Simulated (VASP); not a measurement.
A convergence study with VASP on CaO (rock salt): one setting is varied, all else stays as given below, so the limit is that of these other settings. Each run relaxes cell and ions from the cell shown.

```
CaO
1.0
    0.00000     2.40500     2.40500
    2.40500     0.00000     2.40500
    2.40500     2.40500     0.00000
Ca O
1 1
Direct
  0.00000   0.00000   0.00000
  0.50000   0.50000   0.50000
```

Calculation: LDA (Ceperley-Alder, Perdew-Zunger), VASP's LDA PAW potentials (set 64) (plane waves; VASP 6.6.1). The tightest run used: 700 eV cut-off, 14×14×14 Γ-centred mesh, Gaussian smearing of 0.050 eV, potentials Ca_sv O.

Gaps are read on the run's mesh, which can miss a band edge.

```tsv
setting	relaxed volume (Å³/atom)	E (eV/atom)	gap on the mesh (eV)	irreducible k-points
2×2×2 mesh	13.331	-6.9384	3.118	3
3×3×3 mesh	13.163	-7.0965	3.912	4
4×4×4 mesh	13.135	-7.1120	3.418	8
```

### Question
These are the cheaper rows. Estimate the results at 14×14×14 mesh, and how far the last row shown lies from them.

### Answer

| quantity | tightest run | last row shown is off by |
|---|---|---|
| relaxed volume (Å³/atom) | 13.129 | 0.006 |
| E (eV/atom) | -7.1146 | 0.0026 |
| gap on the mesh (eV) | 3.427 | -0.009 |

Left out are rungs that failed or repeat a setting and relaxations that didn't move; long series are thinned to 24 rows.

The compound is CaO in the rock salt structure.
